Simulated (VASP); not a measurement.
Consider the following.

```xyz
5
Lattice="3.6841 0.0000 0.0000 0.0000 3.6841 0.0000 0.0000 0.0000 3.6841" Properties=species:S:1:pos:R:3 pbc="T T T"
Sr     0.0000     0.0000     0.0000
V      1.8420     1.8420     1.8420
O      1.8420     0.0000     1.8420
O      0.0000     1.8420     1.8420
O      1.8420     1.8420     0.0000
```

Level of theory: LDA (Ceperley-Alder, Perdew-Zunger), VASP's LDA PAW potentials (set 64) (plane waves; VASP). Numerical set-up: 620 eV cut-off, 8×8×8 Γ-centred mesh, first-order Methfessel-Paxton smearing of 0.10 eV, potentials Sr_sv V_sv O.

Energy and stress use the plane-wave basis of the starting cell.

Task: The ions, cell shape and volume at an external pressure of 30.0 GPa are relaxed. Give the cell that the relaxation ends in.

Result: 
```xyz
5
Lattice="3.6464 0.0000 0.0000 0.0000 3.6464 0.0000 0.0000 0.0000 3.6464" Properties=species:S:1:pos:R:3 pbc="T T T"
Sr     0.0000     0.0000     0.0000
V      1.8232     1.8232     1.8232
O      1.8232     0.0000     1.8232
O      0.0000     1.8232     1.8232
O      1.8232     1.8232     0.0000
```
Space group Pm-3m (221), at a tolerance of 0.03 Å.

Task: How do energy and volume change from the first to the last step?

Result: The energy (σ→0) changes by +46.8 meV/atom and the volume by -3.0 %, in 3 ionic steps.

The compound is SrVO3 in the cubic perovskite structure. This run relaxes it under an external pressure of 30 GPa. Symmetry was kept, so distortions that lower it aren't found. The run is not spin-polarised, so no magnetic state was tried. The electron count is odd and the run is not spin-polarised, which forces a metal.
